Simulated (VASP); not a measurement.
# A vacancy on the C site in a supercell of ZrC, part 3 of 4

How easily does a vacancy on the C site form in ZrC? The host is relaxed first, then a supercell is run with and without the defect. The start is a cell from a database of measured crystal structures.

VASP 6.6.1, plane waves and PAW; the level of theory is named at each step.

Still holding for the runs below: The k-mesh is coarse for a metal.

So far. Step 5 (Reference C): The run ended after 3 ionic steps, 0.021 eV below its first step, once forces and stress met EDIFFG = -0.02. Step 5 (Reference C): Energy at zero smearing: -20.26929 eV.

The database entry behind the starting cell differs from later determinations by our own check (an axis about 0.7 % long against later determinations), so it need not match the best structure at ambient conditions.

## Step 6: Reference Zr

This step: LDA; plane waves and PAW (Zr_sv) (VASP 6.6.1).

System of this step: Zr. The structure is hexagonal, space group P6_3/mmc (No. 194). The conventional cell has a = 3.230 Å, b = 3.230 Å, c = 5.145 Å, α = 90.00°, β = 90.00°, γ = 120.00°. Nearest to Zr lie 12 Zr at 3.18 to 3.23 Å.

Zr is not exchanged here; its energy serves the host's formation enthalpy.

Input file INCAR:

```
SYSTEM = Zr
PREC = Normal
ENCUT = 400
EDIFF = 1E-05
NELM = 120
ISMEAR = 1
SIGMA = 0.1
LREAL = Auto
ALGO = Fast
GGA = CA
NBANDS = 18
LASPH = .TRUE.
LORBIT = 11
LWAVE = .FALSE.
LCHARG = .FALSE.
KPAR = 4
IBRION = 2
NSW = 25
ISIF = 3
EDIFFG = -0.02
POTIM = 0.4
```

Input file POSCAR:

```
Zr
1.0
    3.2300000000      0.0000000000      0.0000000000
   -1.6150000000      2.7972620542      0.0000000000
    0.0000000000      0.0000000000      5.1453900000
Zr
2
Direct
    0.0000000000      0.0000000000      0.0000000000
    0.3333333333      0.6666666667      0.5000000000
```

Input file KPOINTS:

```
Automatic mesh
0
Gamma
9 9 5
0 0 0
```

Potentials, in the order of the species: Zr_sv (LDA family, release 64).

On the command line:

```bash
$ mpirun -np 4 vasp_std
```

Log:

```text
[banner, memory and clock lines left out]
running    4 mpi-ranks, on    1 nodes
 distrk:  each k-point on    1 cores,    4 groups
 distr:  one band on    1 cores,    1 groups

 POSCAR found type information on POSCAR Zr
 POSCAR found :  1 types and       2 ions
 [... a notice as in an earlier step ...]

 LDA part: xc-table for (Slater(with rela. corr.)+CA(PZ))
 , standard interpolation
 POSCAR, INCAR and KPOINTS ok, starting setup
 FFT: planning ... GRIDC
 FFT: planning ... GRID_SOFT
 FFT: planning ... GRID
 WAVECAR not read
 entering main loop
       N       E                     dE             d eps       ncg     rms          rms(c)
DAV:   1     0.186746206046E+03    0.18675E+03   -0.11895E+04  1296   0.111E+03
DAV:   2    -0.765032505409E+01   -0.19440E+03   -0.19169E+03  1548   0.345E+02
DAV:   3    -0.190776060441E+02   -0.11427E+02   -0.11299E+02  2284   0.620E+01
DAV:   4    -0.193181427828E+02   -0.24054E+00   -0.24020E+00  1552   0.888E+00
DAV:   5    -0.193259120754E+02   -0.77693E-02   -0.77648E-02  1904   0.112E+00    0.145E+01
RMM:   6    -0.186568572013E+02    0.66905E+00   -0.88354E-01  1332   0.664E+00    0.588E+00
RMM:   7    -0.185172163656E+02    0.13964E+00   -0.88921E-01  1382   0.529E+00    0.110E+00
RMM:   8    -0.185271776441E+02   -0.99613E-02   -0.11400E-01  1512   0.242E+00    0.729E-01
RMM:   9    -0.185301849434E+02   -0.30073E-02   -0.39546E-02  1606   0.116E+00    0.388E-01
RMM:  10    -0.185293967041E+02    0.78824E-03   -0.96199E-03  1476   0.808E-01    0.111E-01
RMM:  11    -0.185296114620E+02   -0.21476E-03   -0.29330E-03  1742   0.317E-01    0.398E-02
RMM:  12    -0.185296847966E+02   -0.73335E-04   -0.69972E-04  1755   0.143E-01    0.337E-02
RMM:  13    -0.185297133175E+02   -0.28521E-04   -0.23099E-04  1464   0.797E-02    0.866E-03
RMM:  14    -0.185297260794E+02   -0.12762E-04   -0.10672E-04  1363   0.510E-02    0.144E-02
RMM:  15    -0.185297319901E+02   -0.59107E-05   -0.61195E-05  1175   0.416E-02
   1 F= -.18529732E+02 E0= -.18529027E+02  d E =-.185297E+02
 curvature:   0.00 expect dE= 0.000E+00 dE for cont linesearch  0.000E+00
 trial: gam= 0.00000 g(F)=  0.156E-46 g(S)=  0.179E+00 ort = 0.000E+00 (trialstep = 0.100E+01)
 search vector abs. value=  0.179E+00
 bond charge predicted
       N       E                     dE             d eps       ncg     rms          rms(c)
DAV:   1    -0.208345005725E+02   -0.23048E+01   -0.72499E+01  1552   0.795E+01    0.165E+01
RMM:   2    -0.187146770362E+02    0.21198E+01   -0.45925E+00  1388   0.192E+01    0.403E+00
RMM:   3    -0.184297752928E+02    0.28490E+00   -0.26101E+00  1443   0.110E+01    0.341E+00
RMM:   4    -0.185276387985E+02   -0.97864E-01   -0.57578E-01  1667   0.393E+00    0.378E-01
RMM:   5    -0.185514117934E+02   -0.23773E-01   -0.17082E-01  1678   0.226E+00    0.687E-01
RMM:   6    -0.185624467523E+02   -0.11035E-01   -0.42098E-02  1623   0.146E+00    0.383E-01
RMM:   7    -0.185628002522E+02   -0.35350E-03   -0.27220E-02  1689   0.960E-01    0.101E-01
RMM:   8    -0.185635723269E+02   -0.77207E-03   -0.73531E-03  1872   0.394E-01    0.960E-02
RMM:   9    -0.185638726309E+02   -0.30030E-03   -0.25330E-03  1816   0.234E-01    0.139E-01
RMM:  10    -0.185640134480E+02   -0.14082E-03   -0.10740E-03  1773   0.159E-01    0.180E-01
WARNING in EDDRMM: call to ZHEGV failed, returncode =   6  3      3
RMM:  11    -0.185641136430E+02   -0.10019E-03   -0.51475E-04  1565   0.106E-01    0.175E-01
RMM:  12    -0.185641161688E+02   -0.25258E-05   -0.24706E-04  1446   0.895E-02    0.143E-01
RMM:  13    -0.185640725683E+02    0.43601E-04   -0.15876E-04  1511   0.875E-02    0.949E-02
RMM:  14    -0.185640525378E+02    0.20031E-04   -0.11380E-04  1546   0.844E-02    0.468E-02
RMM:  15    -0.185640532173E+02   -0.67952E-06   -0.74536E-05  1394   0.664E-02
   2 F= -.18564053E+02 E0= -.18564390E+02  d E =-.343212E-01
[...]
3 F= -.18586822E+02 E0= -.18586729E+02  d E =-.570900E-01
[...]
4 F= -.18586805E+02 E0= -.18586689E+02  d E =-.570727E-01
[...]
5 F= -.18587634E+02 E0= -.18587506E+02  d E =-.829573E-03
 trial-energy change:   -0.000830  1 .order   -0.000843   -0.001080   -0.000606
 step:   2.0976(harm=  2.0976)  dis= 0.00000  next Energy=   -18.588034 (dE=-0.123E-02)
 bond charge predicted
       N       E                     dE             d eps       ncg     rms          rms(c)
DAV:   1    -0.185933590835E+02   -0.57288E-02   -0.30873E-01  1316   0.477E+00    0.406E-01
RMM:   2    -0.185889854087E+02    0.43737E-02   -0.56981E-03  1399   0.606E-01    0.189E-01
RMM:   3    -0.185878705920E+02    0.11148E-02   -0.31928E-03  1458   0.411E-01    0.283E-02
RMM:   4    -0.185879541375E+02   -0.83545E-04   -0.89022E-04  1538   0.153E-01    0.128E-02
RMM:   5    -0.185879823435E+02   -0.28206E-04   -0.29527E-04  1261   0.681E-02    0.540E-03
RMM:   6    -0.185879896363E+02   -0.72928E-05   -0.78127E-05  1070   0.312E-02
   6 F= -.18587990E+02 E0= -.18587832E+02  d E =-.118494E-02
 curvature:  -1.03 expect dE=-0.842E-04 dE for cont linesearch -0.262E-06
 trial: gam=-0.00678 g(F)=  0.742E-47 g(S)=  0.820E-04 ort = 0.171E-04 (trialstep = 0.116E+01)
 search vector abs. value=  0.818E-04
 reached required accuracy - stopping structural energy minimisation
```

It took 14 s on 4 MPI ranks of AMD EPYC 7R43, shared host; peak memory 0.44 GiB.

OUTCAR, selected parts (step 6):

```text
   k-points           NKPTS =     36   k-points in BZ     NKDIM =     36   number of bands    NBANDS=     18

   ENCUT  =  400.0 eV  29.40 Ry    5.42 a.u.   5.27  5.27  8.39*2*pi/ulx,y,z

   NELECT =      24.0000    total number of electrons

 E-fermi :   9.5415

 k-point     1 :       0.0000    0.0000    0.0000
  band No.  band energies     occupation
    ...
      6     -16.4808      2.00000
      7     -16.4620      2.00000
      8     -16.4620      2.00000
      9       3.7937      2.00000
     10       6.3130      2.00000
     11      10.3900     -0.00000
     12      10.3900     -0.00000
     13      10.3915     -0.00000
     14      10.9156     -0.00000
     15      11.1054     -0.00000
    ...

  Total       -0.0388722     -0.0388722     -0.0350081      0.0000000     -0.0000000      0.0000000
  in kB       -1.4261870     -1.4261870     -1.2844146      0.0000000     -0.0000000      0.0000000
  external PRESSURE =      -1.3789296 kB  Pullay stress =       0.0000000 kB

 POSITION                                       TOTAL-FORCE (eV/Angst)
 -----------------------------------------------------------------------------------
      0.00000      0.00000      0.00000         0.000000      0.000000      0.000000
     -0.00000      1.81683      2.54604        -0.000000     -0.000000      0.000000
 -----------------------------------------------------------------------------------
    total drift:                                0.000000     -0.000000     -0.000000

  FREE ENERGIE OF THE ION-ELECTRON SYSTEM (eV)
  ---------------------------------------------------
  free  energy   TOTEN  =       -18.5879896363 eV

  energy  without entropy=      -18.5875172563  energy(sigma->0) =      -18.58783218

[... 1 part as in an earlier step ...]

[... 15 further parts left out ...]
```

The run keeps the 24 symmetry operations of its start, so it cannot find a distortion of lower symmetry.

Relaxation path:

```csv
step,energy less that of the first step (eV),largest force (eV/Å),pressure (GPa),volume (Å³)
1,0.0000,0.0000,-6.05,46.49
2,-0.0343,0.0000,4.49,41.93
3,-0.0571,0.0000,0.07,43.62
4,-0.0571,0.0000,-0.13,43.68
5,-0.0579,0.0000,-0.11,43.67
6,-0.0583,0.0000,-0.14,43.67
```

| conventional cell, symmetrised | before | after | change |
| --- | --- | --- | --- |
| a (Å) | 3.230 | 3.147 | -2.6 % |
| b (Å) | 3.230 | 3.147 | -2.6 % |
| c (Å) | 5.145 | 5.092 | -1.0 % |
| volume (Å³/atom) | 23.24 | 21.83 | -6.1 % |

Final coordinates:

```xyz
2
Lattice="3.1468 0.0000 0.0000 -1.5734 2.7252 0.0000 0.0000 0.0000 5.0921" Properties=species:S:1:pos:R:3 pbc="T T T"
Zr    0.0000    0.0000    0.0000
Zr    0.0000    1.8168    2.5460
```

Numbers from this step:

```
electronic cycles                               : 59
electrons                                       : 24
free energy (TOTEN)                             : -18.59 eV
energy at zero smearing                         : -18.59 eV
Fermi energy                                    : 9.541 eV
labelled metallic, from the levels on this mesh : yes
```

The run ended after 6 ionic steps, 0.058 eV below its first step, once forces and stress met EDIFFG = -0.02.

The edges of the cell as typed change unequally, by -2.6 to -1.0 %. In a metal that hangs on the k mesh, which was not refined here; the energy is less touched by it than the shape.

Energy at zero smearing: -18.58783 eV.

(Part 3 of 4 ends here.)

[Lines on the potential files, build, host, timing and source positions are cut from VASP's logs without a mark.]

[Logs are printed without paths, hosts, clocks, repeated set-up lines and the standing remarks that a program may print on its own settings, such as how far it seeks lower states.]

[Hosts, paths, dates, database ids (printed as entryN), source tags and the programs' standing remarks are cut or masked in the printed files.]

[In band tables of VASP the shares of atoms and orbitals are scaled to a sum of 1 inside the atoms' spheres.]

[Runs that stopped without an error message from VASP are left out.]
